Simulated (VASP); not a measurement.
Here is a VASP 6.6.1 calculation.

Contents of INCAR:

```
  PREC = Accurate
  ENCUT = 600
  EDIFF = 1E-7
  ISMEAR = 0
  SIGMA = 0.1
  LREAL = False
  LASPH = True
  NELM = 100
  ALGO = Normal
  ISIF = 3
  LWAVE = False
  LCHARG = False
  GGA = PE
  IBRION = 2
  NSW = 90
  EDIFFG = -0.04
```

File KPOINTS:

```
regular mesh
0
Gamma
  6 6 2
```

File POSCAR:

```
ZrSeBr2
1.0
    4.4292187900      0.0000000000      0.0000000000
   -2.2146094000      3.8358159900      0.0000000000
    0.0000000000      0.0000000000      8.2566736900
Zr Se Br
1 1 2
Direct
    0.0000000000      0.0000000000      0.5000000000
    0.0000000000      0.0000000000      0.0000000000
    0.0000000000      0.0000000000      0.7901955000
    0.0000000000      0.0000000000      0.2098045000
```

Potentials or basis: VASP PAW PBE potentials, release 64 (Zr_sv, Se, Br).

The run is started by

```bash
$ cat potpaw_PBE.64/Zr_sv/POTCAR potpaw_PBE.64/Se/POTCAR potpaw_PBE.64/Br/POTCAR > POTCAR
$ mpirun -np 1 vasp_std > vasp.out
```

Question: What does it give for the band gap on the k mesh?

Answer: None (metal or under the smearing width).

Question: Estimate the space group after relaxing (to 0.05 Å).

Answer: P6/mmm (No. 191).

Question: Predict the relaxed volume.

Answer: 34.44 Å³/atom.

Stress tensor (GPa, compression positive):
```
-0.17  0.00  0.00
 0.00 -0.17  0.00
 0.00  0.00  0.06
```

Caveat: the k mesh is coarse (spacing up to 0.38 Å⁻¹), so the values aren't converged; this functional lacks dispersion, which binds the layers, so the pressure and a relaxed spacing across them are unreliable.
